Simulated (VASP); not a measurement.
Runs of VASP 6.6.1 on YMg6Si. It takes space group Amm2 (No. 38, orthorhombic). Conventional cell: a = 5.083 Å, b = 6.063 Å, c = 11.682 Å, α = 90.00°, β = 90.00°, γ = 90.00°. Y (site symmetry mm2) is surrounded by 2 Si at 3.04 Å and 10 Mg at 3.16 to 3.32 Å. Si (site symmetry mm2) is surrounded by 2 Y at 3.04 Å and 10 Mg at 3.11 to 3.44 Å. Around Mg (site symmetry mm2) lie 10 Mg at 3.04 to 3.37 Å and 2 Si at 3.15 Å. Around Mg (site symmetry mm2) lie 10 Mg at 3.04 to 3.42 Å and 2 Y at 3.16 Å. Mg (site symmetry m) has 8 Mg at 2.99 to 3.42 Å and 2 Si at 3.11 Å and 2 Y at 3.19 Å as nearest neighbours. Around Mg (site symmetry m) lie 8 Mg at 3.03 to 3.20 Å and 2 Si at 3.15 to 3.44 Å and 2 Y at 3.26 to 3.32 Å. The cell comes from a database or a generator and needn't be the stable form of this composition.

| task | level | potentials or basis | cutoff (eV) | smearing | monkhorst-Pack mesh | further INCAR settings | other keys | gap on the mesh (eV) | pressure (GPa) | largest force (eV/Å) |
| --- | --- | --- | --- | --- | --- | --- | --- | --- | --- | --- |
| electric field gradients | AM05 | VASP PAW PBE potentials, release 64 (Y_sv, Si, Mg) | 500 | methfessel-paxton 0.1 eV | yes | ALGO = Normal; EDIFF = 1e-08 | shifted = yes | - | (a) | 0.12 |
| electron localisation function | vdW-DF | VASP PAW PBE potentials, release 64 (Y_sv, Si, Mg) | 520 | methfessel-paxton 0.2 eV | - | ALGO = Normal; EDIFF = 1e-06 | - | none | 1.0 | 0.06 |
| single point | RPBE | VASP PAW PBE potentials, release 64 (Y_sv_GW, Si_GW, Mg_GW) | 550 | gaussian 0.1 eV | - | ALGO = Normal; EDIFF = 1e-06 | - | none | 1.2 | 0.09 |
| single point | RPBE | VASP PAW PBE potentials, release 64 (Y_sv_GW, Si_GW, Mg_GW) | 550 | gaussian 0.1 eV | - | ALGO = Normal; EDIFF = 1.00e-07 | - | none | 1.2 | 0.09 |

Alike in all rows: no spin polarisation; cell as given; k mesh 5 × 5 × 5.

Fill in the values left out.

(a) -1.0.

Caveats: the PAW data sets were made with another functional, which shifts forces and pressure a little.

A k mesh can miss the band edges, and the runs leave out spin-orbit coupling on Y.

A gap of «none» marks a metal or a gap under the smearing width.

Runs at the PBE level aren't shown here.
